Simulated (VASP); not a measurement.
A run of VASP 6.6.1:

File POSCAR:

```
Si                                      
1.0
    0.0000000000      2.7343105175      2.7343105175
    2.7343105175      0.0000000000      2.7343105175
    2.7343105175      2.7343105175      0.0000000000
  Si            
     2
Direct
     0.0000000000000000    0.0000000000000000    0.0000000000000000
     0.2500000000000000    0.2500000000000000    0.2500000000000000
```

Contents of INCAR.step1:

```
SYSTEM = Si
PREC     = Accurate       ! precision mode
ENCUT    = 520            ! plane-wave cutoff, eV
EDIFF    = 1E-5           ! SCF threshold, eV
ISMEAR   = 0              ! smearing method
SIGMA    = 0.02           ! smearing width, eV
LREAL    = .FALSE.        ! projectors in reciprocal space
LASPH    = .TRUE.         ! aspherical terms in the spheres
NELM     = 60             ! most SCF steps
ALGO     = Normal         ! electronic algorithm
ISIF     = 2              ! what is computed and relaxed
LWAVE    = .TRUE.         ! write WAVECAR
GGA      = PE             ! functional
KPAR     = 4
```

Contents of INCAR.step2:

```
SYSTEM = Si
PREC     = Accurate       ! precision mode
ENCUT    = 520            ! plane-wave cutoff, eV
EDIFF    = 1E-6           ! SCF threshold, eV
ISMEAR   = 0              ! smearing method
SIGMA    = 0.02           ! smearing width, eV
LREAL    = .FALSE.        ! projectors in reciprocal space
LASPH    = .TRUE.         ! aspherical terms in the spheres
NELM     = 60             ! most SCF steps
ALGO     = Normal         ! electronic algorithm
ISIF     = 2              ! what is computed and relaxed
LWAVE    = .FALSE.        ! write WAVECAR
LCHARG   = .TRUE.         ! write CHGCAR
GGA      = PE             ! functional
LHFCALC  = .TRUE.         ! exact exchange
AEXX     = 0.25           ! exact-exchange fraction
PRECFOCK = Fast         
LVHAR    = .TRUE.       
ISTART   = 1            
KPAR     = 4
```

The input KPOINTS:

```
regular mesh
0
G
  6 6 6
  0 0 0
```

Potentials or basis: VASP PAW PBE potentials, release 64 (Si).

Launch:

```console
$ cat potpaw_PBE.64/Si/POTCAR > POTCAR
$ cp INCAR.step1 INCAR
$ mpirun -np 4 vasp_std > vasp.out
$ cp INCAR.step2 INCAR
$ mpirun -np 4 vasp_std > vasp.out
```

Hardware: 4 MPI ranks on Intel(R) Xeon(R) 6975P-C (Granite Rapids), on a shared host.

Problem. Estimate the wall time of this run.

Solution. Wall time 31 s on 4 MPI ranks on Intel(R) Xeon(R) 6975P-C (Granite Rapids) (shared host), peak memory 0.15 GiB a rank. Counts: scf iterations 9, k points 16.
